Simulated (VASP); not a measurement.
Given:

```
CELL_PARAMETERS angstrom
      1.79996    -3.11763     0.00000
      1.79996     3.11763     0.00000
      0.00000     0.00000     5.75785
ATOMIC_POSITIONS crystal
  Zr 0.00000 0.00000 0.00000
  S  0.33333 0.66667 0.25114
  S  0.66667 0.33333 0.74886
```

Method: vdW-DF-cx, VASP's PBE PAW potentials (set 64) (plane waves; VASP). Numerical set-up: 520 eV cut-off, 7×7×4 Γ-centred mesh, Gaussian smearing of 0.050 eV, potentials Zr_sv S.

Problem. The ions and cell shape at fixed volume are relaxed. Give the cell that the relaxation ends in.

Solution. 
```
CELL_PARAMETERS angstrom
      1.81110    -3.13691     0.00000
      1.81110     3.13691     0.00000
      0.00000     0.00000     5.68728
ATOMIC_POSITIONS crystal
  Zr 0.00000 0.00000 0.00000
  S  0.33333 0.66667 0.25766
  S  0.66667 0.33333 0.74234
```
Space group P-3m1 (164), at a tolerance of 0.03 Å.

Problem. How much energy does the relaxation gain?

Solution. The energy (σ→0) changes by -5.2 meV/atom, in 5 ionic steps.

```json
[
 {"step": "1", "E(σ→0) (eV)": "-16.3047", "max force (eV/Å)": "0.396", "pressure (GPa)": "3.15", "volume (Å³)": "64.62"},
 {"step": "2", "E(σ→0) (eV)": "-16.3160", "max force (eV/Å)": "0.168", "pressure (GPa)": "1.95", "volume (Å³)": "64.62"},
 {"step": "3", "E(σ→0) (eV)": "-16.3190", "max force (eV/Å)": "0.027", "pressure (GPa)": "0.94", "volume (Å³)": "64.62"},
 {"step": "4", "E(σ→0) (eV)": "-16.3202", "max force (eV/Å)": "0.012", "pressure (GPa)": "0.82", "volume (Å³)": "64.62"},
 {"step": "5", "E(σ→0) (eV)": "-16.3204", "max force (eV/Å)": "0.004", "pressure (GPa)": "0.75", "volume (Å³)": "64.62"}
]
```

The compound is ZrS2 in the 1T layered structure. This cell is one point of a volume scan, at 0.97 of the reference volume. Symmetry was kept, so distortions that lower it aren't found.
